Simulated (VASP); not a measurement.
Output of a VASP run:

### OSZICAR
```
       N       E                     dE             d eps       ncg     rms          rms(c)
DAV:   1     0.950627609948E+02    0.95063E+02   -0.81572E+03  2680   0.120E+03
DAV:   2    -0.656991799706E+01   -0.10163E+03   -0.97127E+02  2718   0.345E+02
DAV:   3    -0.774561775485E+01   -0.11757E+01   -0.11722E+01  3048   0.426E+01
DAV:   4    -0.775249445635E+01   -0.68767E-02   -0.68762E-02  2880   0.335E+00
DAV:   5    -0.775259871577E+01   -0.10426E-03   -0.10426E-03  3018   0.386E-01    0.102E+01
DAV:   6    -0.727175856443E+01    0.48084E+00   -0.11047E+00  2745   0.157E+01    0.359E+00
DAV:   7    -0.725378997038E+01    0.17969E-01   -0.21724E-02  2979   0.192E+00    0.170E+00
DAV:   8    -0.725003225678E+01    0.37577E-02   -0.31838E-03  2763   0.893E-01    0.180E-01
DAV:   9    -0.724992935609E+01    0.10290E-03   -0.63622E-05  3039   0.125E-01    0.183E-02
DAV:  10    -0.724993347709E+01   -0.41210E-05   -0.29114E-06  2791   0.248E-02    0.209E-03
DAV:  11    -0.724993352301E+01   -0.45922E-07   -0.18695E-07  1488   0.629E-03
   1 F= -.72499335E+01 E0= -.72499169E+01  d E =-.499500E-04
```

### OUTCAR
```
------------------------ aborting loop because EDIFF is reached ----------------------------------------
  FORCE on cell =-STRESS in cart. coord.  units (eV):
  Direction    XX          YY          ZZ          XY          YZ          ZX
  --------------------------------------------------------------------------------------
  Total        0.4324525      0.4324525      0.4324525      0.0000000     -0.0000000      0.0000000
  in kB       50.5077755     50.5077755     50.5077755      0.0000000     -0.0000000      0.0000000
  external PRESSURE =      50.5077755 kB  Pullay stress =       0.0000000 kB
  volume of cell :       13.72
      direct lattice vectors                 reciprocal lattice vectors
     0.000000000  1.900000000  1.900000000    -0.263157895  0.263157895  0.263157895
     1.900000000  0.000000000  1.900000000     0.263157895 -0.263157895  0.263157895
     1.900000000  1.900000000  0.000000000     0.263157895  0.263157895 -0.263157895
 POSITION                                       TOTAL-FORCE (eV/Angst)
 -----------------------------------------------------------------------------------
      0.00000      0.00000      0.00000         0.000000      0.000000      0.000000
 -----------------------------------------------------------------------------------
    total drift:                                0.000000     -0.000000      0.000000
  FREE ENERGIE OF THE ION-ELECTRON SYSTEM (eV)
  ---------------------------------------------------
  free  energy   TOTEN  =        -7.2499335230 eV

  energy  without entropy=       -7.2498835730  energy(sigma->0) =       -7.24991687
```
(Selected blocks of OUTCAR.)

**POSCAR**
```
Rh
1
    0.0000000000     1.9000000000     1.9000000000
    1.9000000000     0.0000000000     1.9000000000
    1.9000000000     1.9000000000     0.0000000000
Rh
1
Direct
  0.0000000000   0.0000000000   0.0000000000
```

Problem. Reconstruct the remaining input files.

Solution. One answer among several that fit: the input of the run itself, PBE GGA, plane waves, VASP's PBE PAW potentials (set 64).

### KPOINTS
```
kpoints
0
G
  15 15 15
0 0 0
```

INCAR:
```
ALGO  =  Normal
EDIFF  =  1E-6
ENCUT  =  400
GGA  =  PE
ISIF  =  2
ISMEAR  =  1
LASPH  =  .True.
LCHARG  =  .False.
LMAXMIX  =  4
LREAL  =  .False.
LWAVE  =  .False.
NELM  =  100
PREC  =  Accurate
SIGMA  =  0.1
SYSTEM  =  Rh
```

POTCAR, in this order: Rh_pv (PBE.64 set). Program: vasp_std.

The compound is Rh in the fcc structure. The cell was not relaxed at this level.
